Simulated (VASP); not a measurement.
## W: which input changes matter

Which changes to a sound input spoil a run on W, which are harmless, and which give a warning? All runs use LDA. This is not the structure that W takes at ambient conditions. The start is a cell from a database of measured crystal structures.

Main program and level: VASP 6.6.1; LDA; plane waves and PAW (W).

The starting crystal is not the ambient structure of W (bcc); it is a model or a phase of other conditions.

## (1) Starting point

The structure is cubic, space group Fm-3m (No. 225). Conventional cell: a = 4.060 Å, b = 4.060 Å, c = 4.060 Å, α = 90.00°, β = 90.00°, γ = 90.00°. Nearest to W lie 12 W at 2.87 Å.

Structure file:

```
W
1.0
     0.00000    2.03000    2.03000
     2.03000    0.00000    2.03000
     2.03000    2.03000    0.00000
W
1
Direct
  0.00000 0.00000 0.00000
```

## (2) Reference run

A single point gives energy, forces and stress at these settings. LDA, the lowest rung, knows the local density alone.

Input file INCAR:

```
SYSTEM = W
PREC = Accurate
ENCUT = 400
EDIFF = 1E-06
NELM = 100
ISMEAR = -1
SIGMA = 0.05
LREAL = .FALSE.
ALGO = Normal
GGA = CA
NBANDS = 9
LASPH = .TRUE.
LORBIT = 11
LWAVE = .FALSE.
LCHARG = .FALSE.
KPAR = 2
ISIF = 2
```

Input file POSCAR:

```
W
1.0
    0.0000000000      2.0300000000      2.0300000000
    2.0300000000      0.0000000000      2.0300000000
    2.0300000000      2.0300000000      0.0000000000
W
1
Direct
    0.0000000000      0.0000000000      0.0000000000
```

Input file KPOINTS:

```
Automatic mesh
0
Gamma
11 11 11
0 0 0
```

The projector-augmented-wave data sets are W (LDA family, release 64).

The run is started by

```sh
$ mpirun -np 2 vasp_std
```

The log of the run:

```text
[banner, memory and clock lines left out]
running    2 mpi-ranks, on    1 nodes
 distrk:  each k-point on    1 cores,    2 groups
 distr:  one band on    1 cores,    1 groups

 POSCAR found type information on POSCAR W
 POSCAR found :  1 types and       1 ions
 LDA part: xc-table for (Slater(with rela. corr.)+CA(PZ))
 , standard interpolation
 POSCAR, INCAR and KPOINTS ok, starting setup
 FFT: planning ... GRIDC
 FFT: planning ... GRID_SOFT
 FFT: planning ... GRID
 WAVECAR not read
 entering main loop
       N       E                     dE             d eps       ncg     rms          rms(c)
DAV:   1     0.128022783693E+01    0.12802E+01   -0.25755E+03  1017   0.457E+02
DAV:   2    -0.140832067499E+02   -0.15363E+02   -0.14749E+02  1201   0.106E+02
DAV:   3    -0.143788684912E+02   -0.29566E+00   -0.29106E+00  1206   0.121E+01
DAV:   4    -0.143795594513E+02   -0.69096E-03   -0.69090E-03  1213   0.567E-01
DAV:   5    -0.143795602626E+02   -0.81134E-06   -0.81203E-06  1175   0.184E-02    0.181E+01
DAV:   6    -0.138275613943E+02    0.55200E+00   -0.45605E-01  1124   0.430E+00    0.830E+00
DAV:   7    -0.136442230302E+02    0.18334E+00   -0.41109E-01  1129   0.391E+00    0.253E-01
DAV:   8    -0.136413332754E+02    0.28898E-02   -0.27814E-03  1045   0.373E-01    0.741E-02
DAV:   9    -0.136411057761E+02    0.22750E-03   -0.15493E-04  1174   0.648E-02    0.159E-02
DAV:  10    -0.136411076109E+02   -0.18348E-05   -0.58478E-06  1185   0.165E-02    0.151E-02
DAV:  11    -0.136411077594E+02   -0.14855E-06   -0.18216E-07   579   0.449E-03
   1 F= -.13641108E+02 E0= -.13636732E+02  d E =-.875225E-02
```

It took 3.6 s on 2 MPI ranks of AMD EPYC 7R43, shared host; peak memory 0.17 GiB; 6.3 s of CPU time.

The logs omit lines about the potential files and the build; timing stands in the text.

OUTCAR, selected parts (step 2):

```text
ion  position               nearest neighbor table
   1  0.000  0.000  0.000-

  LATTYP: Found a face centered cubic cell.
 ALAT       =     4.0600000000

 Subroutine GETGRP returns: Found 48 space group operations
 (whereof 48 operations were pure point group operations)

The static configuration has the point symmetry O_h .

 Found     56 irreducible k-points:

   k-points           NKPTS =     56   k-points in BZ     NKDIM =     56   number of bands    NBANDS=      9

   dimension x,y,z NGX =    20 NGY =   20 NGZ =   20
   dimension x,y,z NGXF=    40 NGYF=   40 NGZF=   40

   ENCUT  =  400.0 eV  29.40 Ry    5.42 a.u.   4.68  4.68  4.68*2*pi/ulx,y,z

   NELECT =       6.0000    total number of electrons

 k-points in reciprocal lattice and weights: Automatic mesh
   0.00000000  0.00000000  0.00000000       0.001
   0.09090909  0.00000000  0.00000000       0.006
   0.18181818  0.00000000  0.00000000       0.006
   0.27272727  0.00000000  0.00000000       0.006
   0.36363636  0.00000000  0.00000000       0.006
   0.45454545  0.00000000  0.00000000       0.006
   0.09090909  0.09090909  0.00000000       0.005
   0.18181818  0.09090909  0.00000000       0.018
   0.27272727  0.09090909  0.00000000       0.018
[...]
-0.36363636  0.45454545  0.18181818       0.018
  -0.27272727  0.45454545  0.18181818       0.018

 average (electrostatic) potential at core
       1 -38.8699

 E-fermi :   6.7120

 k-point     1 :       0.0000    0.0000    0.0000
  band No.  band energies     occupation
      1      -2.0354      2.00000
      2       6.1671      1.99996
      3       6.1671      1.99996
      4       6.1671      1.99996
      5       9.1522      0.00000
      6       9.1522      0.00000
      7      20.2068      0.00000
      8      25.3134      0.00000
      9      25.3134      0.00000

 k-point     2 :       0.0909    0.0000    0.0000
  band No.  band energies     occupation
      1      -1.6916      2.00000
      2       5.9177      2.00000
      3       6.3264      1.99911
      4       6.3265      1.99911
      5       9.0209      0.00000
      6       9.0209      0.00000
      7      20.8901      0.00000
      8      23.8572      0.00000
      9      25.9634      0.00000

 k-point     3 :       0.1818    0.0000    0.0000
  band No.  band energies     occupation
      1      -0.7585      2.00000
      2       5.4235      2.00000
      3       6.6055      1.78752
      4       6.6055      1.78751
      5       8.9251      0.00000
      6       8.9251      0.00000
      7      21.4322      0.00000
      8      22.9503      0.00000
      9      27.7527      0.00000

  Total       -2.0076283     -2.0076283     -2.0076283      0.0000000      0.0000000     -0.0000000
  in kB     -192.2541768   -192.2541768   -192.2541768      0.0000000      0.0000000     -0.0000000
  external PRESSURE =    -192.2541768 kB  Pullay stress =       0.0000000 kB

  energy-cutoff  :      400.00
  volume of cell :       16.73
      direct lattice vectors                 reciprocal lattice vectors
     0.000000000  2.030000000  2.030000000    -0.246305419  0.246305419  0.246305419
     2.030000000  0.000000000  2.030000000     0.246305419 -0.246305419  0.246305419
     2.030000000  2.030000000  0.000000000     0.246305419  0.246305419 -0.246305419

 POSITION                                       TOTAL-FORCE (eV/Angst)
 -----------------------------------------------------------------------------------
      0.00000      0.00000      0.00000         0.000000      0.000000      0.000000
 -----------------------------------------------------------------------------------
    total drift:                               -0.000000     -0.000000     -0.000000

  FREE ENERGIE OF THE ION-ELECTRON SYSTEM (eV)
  ---------------------------------------------------
  free  energy   TOTEN  =       -13.6411077594 eV

  energy  without entropy=      -13.6323555072  energy(sigma->0) =      -13.63673163

 total charge
# of ion       s       p       d       tot
------------------------------------------
    1        0.670   0.637   4.059   5.366

[... 3 further parts left out ...]
```

The k-mesh is coarse for a metal. At this level the cell is under a tension of 19.2 GPa, so at these settings it is away from equilibrium. The data set W keeps the semicore shell frozen, which is cheaper and a little less accurate.

This step gave:

* SCF cycles: 11
* electrons: 6
* bands: 9
* irreducible k-points: 56
* symmetry operations: 48
* free energy (TOTEN): -13.64 eV
* energy at zero smearing: -13.64 eV
* Fermi energy: 6.712 eV
* pressure: -19.23 GPa
* metallic, judged on the points sampled: yes

The pressure is -19.23 GPa and the largest force 0.000 eV/Å, so the cell is not at a minimum at these settings.

## (3) Total energy, forces and stress (LDA) with a changed input

A single point gives energy, forces and stress at these settings. Some settings are moved from the usual, to see what they do.

Edit INCAR of step 2 so:

```diff
@@ -1,3 +1,3 @@
 SYSTEM = W
-PREC = Accurate
+PREC = High
 ENCUT = 400
@@ -17 +17,6 @@
 ISIF = 2
+AMIX = 0.2
+BMIX = 1E-04
+AMIX_MAG = 0.8
+BMIX_MAG = 1E-04
+NELMDL = -12
```

POSCAR is that of step 2.

KPOINTS is that of step 2.

The run is started by

```sh
$ mpirun -np 2 vasp_std
```

The log of the run:

```text
[... set-up lines as in an earlier step ...]
 entering main loop
       N       E                     dE             d eps       ncg     rms          rms(c)
DAV:   1     0.128022507635E+01    0.12802E+01   -0.25755E+03  1017   0.457E+02
DAV:   2    -0.140832105011E+02   -0.15363E+02   -0.14749E+02  1201   0.106E+02
DAV:   3    -0.143788721934E+02   -0.29566E+00   -0.29106E+00  1206   0.121E+01
DAV:   4    -0.143795631533E+02   -0.69096E-03   -0.69090E-03  1213   0.567E-01
DAV:   5    -0.143795639657E+02   -0.81237E-06   -0.81203E-06  1175   0.184E-02
DAV:   6    -0.143795639677E+02   -0.20274E-08   -0.25024E-08  1248   0.937E-04
DAV:   7    -0.143795639671E+02    0.57935E-09   -0.53791E-11   982   0.386E-05
DAV:   8    -0.143795639677E+02   -0.60163E-09   -0.13093E-12   623   0.410E-06
DAV:   9    -0.143795639684E+02   -0.62448E-09   -0.12688E-13   580   0.120E-06
DAV:  10    -0.143795639672E+02    0.11523E-08   -0.65786E-14   527   0.415E-07
DAV:  11    -0.143795639671E+02    0.12477E-09    0.15105E-13   522   0.146E-07
DAV:  12    -0.143795639680E+02   -0.90523E-09    0.51004E-14   522   0.512E-08    0.181E+01
DAV:  13    -0.140122931262E+02    0.36727E+00   -0.15293E-01  1104   0.252E+00    0.129E+01
DAV:  14    -0.136476302287E+02    0.36466E+00   -0.98543E-01  1107   0.619E+00    0.529E-01
DAV:  15    -0.136467161534E+02    0.91408E-03   -0.81703E-03  1039   0.750E-01    0.669E-01
DAV:  16    -0.136447606366E+02    0.19555E-02   -0.66467E-04  1116   0.135E-01    0.360E-01
DAV:  17    -0.136411001992E+02    0.36604E-02   -0.71265E-03  1136   0.577E-01    0.269E-01
DAV:  18    -0.136411105845E+02   -0.10385E-04   -0.72705E-05  1076   0.661E-02    0.192E-01
DAV:  19    -0.136411135134E+02   -0.29289E-05   -0.13151E-05  1331   0.252E-02    0.134E-01
DAV:  20    -0.136411123157E+02    0.11977E-05   -0.33616E-07   555   0.406E-03    0.168E-01
DAV:  21    -0.136411126142E+02   -0.29846E-06   -0.96670E-07   511   0.729E-03
   1 F= -.13641113E+02 E0= -.13636736E+02  d E =-.875296E-02
```

Elapsed: 5.2 s, on 2 MPI ranks; peak memory 0.15 GiB.

Parts of OUTCAR (step 3):

```text
The static configuration has the point symmetry O_h .

 Found     56 irreducible k-points:

   dimension x,y,z NGX =    20 NGY =   20 NGZ =   20
   dimension x,y,z NGXF=    24 NGYF=   24 NGZF=   24

   NELECT =       6.0000    total number of electrons

 E-fermi :   6.7117

 k-point     1 :       0.0000    0.0000    0.0000
  band No.  band energies     occupation
      1      -2.0354      2.00000
      2       6.1667      1.99996
      3       6.1667      1.99996
      4       6.1667      1.99996
      5       9.1518      0.00000
      6       9.1518      0.00000
      7      20.2068      0.00000
      8      25.3134      0.00000
      9      25.3134      0.00000

 k-point     2 :       0.0909    0.0000    0.0000
  band No.  band energies     occupation
      1      -1.6916      2.00000
      2       5.9174      2.00000
      3       6.3261      1.99911
      4       6.3261      1.99911
      5       9.0206      0.00000
      6       9.0206      0.00000
      7      20.8901      0.00000
      8      23.8572      0.00000
      9      25.9634      0.00000

  Total       -2.0055893     -2.0055893     -2.0055893      0.0000000     -0.0000000     -0.0000000
  in kB     -192.0589210   -192.0589210   -192.0589210      0.0000000     -0.0000000     -0.0000000
  external PRESSURE =    -192.0589210 kB  Pullay stress =       0.0000000 kB

 POSITION                                       TOTAL-FORCE (eV/Angst)
 -----------------------------------------------------------------------------------
      0.00000      0.00000      0.00000         0.000000      0.000000     -0.000000
 -----------------------------------------------------------------------------------
    total drift:                               -0.000000      0.000000      0.000000

  FREE ENERGIE OF THE ION-ELECTRON SYSTEM (eV)
  ---------------------------------------------------
  free  energy   TOTEN  =       -13.6411126142 eV

  energy  without entropy=      -13.6323596567  energy(sigma->0) =      -13.63673614

[... 8 parts as in an earlier step ...]

[... 5 further parts left out ...]
```

PREC = High changes the FFT grids. AMIX, BMIX, AMIX_MAG, BMIX_MAG and NELMDL act on the way to self-consistency or on speed; a fully converged result doesn't depend on them, though slow mixing can meet EDIFF with the stress still off.

Numbers from this step:

```
SCF cycles : 21
pressure   : -19.21 GPa
```

Against the reference run the energy at zero smearing moves by -0.00 meV an atom and the pressure by +0.02 GPa.

## (4) A single point (LDA) with a changed input

This run is made with a changed input; what comes of it follows.

Input file INCAR:

```
SYSTEM = W
PREC = Accurate
ENCUT = 400
EDIFF = 1E-06
NELM = 71
ISMEAR = -5
SIGMA = 0.05
LREAL = .FALSE.
ALGO = Normal
GGA = CA
NBANDS = 9
LASPH = .TRUE.
LORBIT = 11
LWAVE = .FALSE.
LCHARG = .FALSE.
KPAR = 2
ISIF = 2
```

POSCAR is that of step 3.

Input file KPOINTS:

```
Automatic mesh
0
Gamma
2 1 1
0 0 0
```

The run is started by

```sh
$ mpirun -np 2 vasp_std
```

The log of the run:

```text
[banner, memory and clock lines left out]
running    2 mpi-ranks, on    1 nodes
[...]
LDA part: xc-table for (Slater(with rela. corr.)+CA(PZ))
 , standard interpolation
|                                                                             |
|           W    W    AA    RRRRR   N    N  II  N    N   GGGG   !!!           |
|           W    W   A  A   R    R  NN   N  II  NN   N  G    G  !!!           |
|           W    W  A    A  R    R  N N  N  II  N N  N  G       !!!           |
|           W WW W  AAAAAA  RRRRR   N  N N  II  N  N N  G  GGG   !            |
|           WW  WW  A    A  R   R   N   NN  II  N   NN  G    G                |
|           W    W  A    A  R    R  N    N  II  N    N   GGGG   !!!           |
|                                                                             |
|     Your reciprocal lattice and k-lattice belong to different lattice       |
|     classes:                                                                |
|                                                                             |
|        The reciprocal lattice is body-centered cubic,                       |
|        whereas your k-lattice is rhombohedral (trigonal).                   |
|                                                                             |
|     Results are often still useful ...                                      |
|                                                                             |

|                                                                             |
|     EEEEEEE  RRRRRR   RRRRRR   OOOOOOO  RRRRRR      ###     ###     ###     |
|     E        R     R  R     R  O     O  R     R     ###     ###     ###     |
|     E        R     R  R     R  O     O  R     R     ###     ###     ###     |
|     EEEEE    RRRRRR   RRRRRR   O     O  RRRRRR       #       #       #      |
|     E        R   R    R   R    O     O  R   R                               |
|     E        R    R   R    R   O     O  R    R      ###     ###     ###     |
|     EEEEEEE  R     R  R     R  OOOOOOO  R     R     ###     ###     ###     |
|                                                                             |
|     IBZKPT: tetrahedron method fails for NKPT<4. NKPT = 2                   |
|                                                                             |
|       ---->  I REFUSE TO CONTINUE WITH THIS SICK JOB ... BYE!!! <----       |
|                                                                             |

1
1
```

It took 2.8 s on 2 MPI ranks.

The input was rejected at the start.

VASP's message: “IBZKPT: tetrahedron method fails for NKPT<4. NKPT = 2”. No number of this run is used.

The fault in the input: tetrahedra on too few k points (ISMEAR = -5 and k-mesh = [2, 1, 1]). Use more k-points.

## (5) A single point (LDA) with a changed input, try 2

A single point gives energy, forces and stress at these settings. Some settings are moved from the usual, to see what they do.

Input file INCAR:

```
SYSTEM = W
PREC = Accurate
ENCUT = 400
EDIFF = 1E-06
NELM = 100
ISMEAR = -1
SIGMA = 0.05
LREAL = .FALSE.
ALGO = Normal
GGA = CA
NBANDS = 5
LASPH = .TRUE.
LORBIT = 11
LWAVE = .FALSE.
LCHARG = .FALSE.
KPAR = 2
ISIF = 2
IMIX = 1
AMIX = 0.4
```

POSCAR is that of step 4.

Input file KPOINTS:

```
Automatic mesh
0
Gamma
11 11 11
0 0 0
```

The run is started by

```sh
$ mpirun -np 2 vasp_std
```

The log of the run:

```text
[... set-up lines as in an earlier step ...]
 entering main loop
       N       E                     dE             d eps       ncg     rms          rms(c)
DAV:   1     0.595148123327E+01    0.59515E+01   -0.25073E+03   595   0.807E+02
DAV:   2    -0.138323885174E+02   -0.19784E+02   -0.19042E+02   835   0.174E+02
DAV:   3    -0.143732310732E+02   -0.54084E+00   -0.50933E+00   775   0.236E+01
DAV:   4    -0.143795493926E+02   -0.63183E-02   -0.63093E-02   820   0.184E+00
DAV:   5    -0.143795602078E+02   -0.10815E-04   -0.10816E-04   665   0.605E-02    0.181E+01
DAV:   6    -0.138278381109E+02    0.55172E+00   -0.52942E-01   640   0.774E+00    0.846E+00
DAV:   7    -0.136904463942E+02    0.13739E+00   -0.13076E-01   680   0.380E+00    0.393E+00
DAV:   8    -0.136550517625E+02    0.35395E-01   -0.29207E-02   665   0.175E+00    0.184E+00
DAV:   9    -0.136452121613E+02    0.98396E-02   -0.69967E-03   660   0.850E-01    0.861E-01
DAV:  10    -0.136423579603E+02    0.28542E-02   -0.16907E-03   675   0.411E-01    0.401E-01
DAV:  11    -0.136414991543E+02    0.85881E-03   -0.42005E-04   700   0.202E-01    0.186E-01
DAV:  12    -0.136412326071E+02    0.26655E-03   -0.10605E-04   650   0.997E-02    0.865E-02
DAV:  13    -0.136411480443E+02    0.84563E-04   -0.28151E-05   700   0.505E-02    0.408E-02
DAV:  14    -0.136411208228E+02    0.27222E-04   -0.78233E-06   640   0.260E-02    0.201E-02
DAV:  15    -0.136411119746E+02    0.88482E-05   -0.21079E-06   370   0.139E-02    0.106E-02
DAV:  16    -0.136411091059E+02    0.28687E-05   -0.10350E-06   290   0.891E-03    0.637E-03
DAV:  17    -0.136411081898E+02    0.91607E-06   -0.35995E-07   285   0.524E-03
   1 F= -.13641108E+02 E0= -.13636733E+02  d E =-.875128E-02
```

It took 3.6 s on 2 MPI ranks; peak memory 0.16 GiB.

Parts of OUTCAR (step 5):

```text
The static configuration has the point symmetry O_h .

 Found     56 irreducible k-points:

   k-points           NKPTS =     56   k-points in BZ     NKDIM =     56   number of bands    NBANDS=      5

   NELECT =       6.0000    total number of electrons

 E-fermi :   6.7120

 k-point     1 :       0.0000    0.0000    0.0000
  band No.  band energies     occupation
      1      -2.0358      2.00000
      2       6.1670      1.99996
      3       6.1670      1.99996
      4       6.1670      1.99996
      5       9.1522      0.00000

 k-point     2 :       0.0909    0.0000    0.0000
  band No.  band energies     occupation
      1      -1.6921      2.00000
      2       5.9176      2.00000
      3       6.3264      1.99911
      4       6.3264      1.99911
      5       9.0210      0.00000

  Total       -2.0077630     -2.0077630     -2.0077630     -0.0000000     -0.0000000     -0.0000000
  in kB     -192.2670766   -192.2670766   -192.2670766     -0.0000000     -0.0000000     -0.0000000
  external PRESSURE =    -192.2670766 kB  Pullay stress =       0.0000000 kB

 POSITION                                       TOTAL-FORCE (eV/Angst)
 -----------------------------------------------------------------------------------
      0.00000      0.00000      0.00000        -0.000000     -0.000000      0.000000
 -----------------------------------------------------------------------------------
    total drift:                               -0.000000     -0.000000     -0.000000

  FREE ENERGIE OF THE ION-ELECTRON SYSTEM (eV)
  ---------------------------------------------------
  free  energy   TOTEN  =       -13.6411081898 eV

  energy  without entropy=      -13.6323569105  energy(sigma->0) =      -13.63673255

[... 8 parts as in an earlier step ...]

[... 5 further parts left out ...]
```

IMIX and AMIX act on the way to self-consistency or on speed; a fully converged result doesn't depend on them, though slow mixing can meet EDIFF with the stress still off.

Numbers from this step:

| Item | Value |
| --- | --- |
| SCF cycles | 17 |
| bands | 5 |
| pressure | -19.23 GPa |

Energy and pressure equal those of the reference run, within 0.01 meV an atom and 0.01 GPa.

(Continued in part 2 of 3.)

[Lines on the potential files, build, host, timing and source positions are cut from VASP's logs without a mark.]

[Logs are printed without paths, hosts, clocks, repeated set-up lines and the standing remarks that a program may print on its own settings, such as how far it seeks lower states.]

[Hosts, paths, dates, database ids (printed as entryN), source tags and the programs' standing remarks are cut or masked in the printed files.]

[A measured line is paired with the nearest computed mode of its activity, which favours agreement.]

[In band tables of VASP the shares of atoms and orbitals are scaled to a sum of 1 inside the atoms' spheres.]
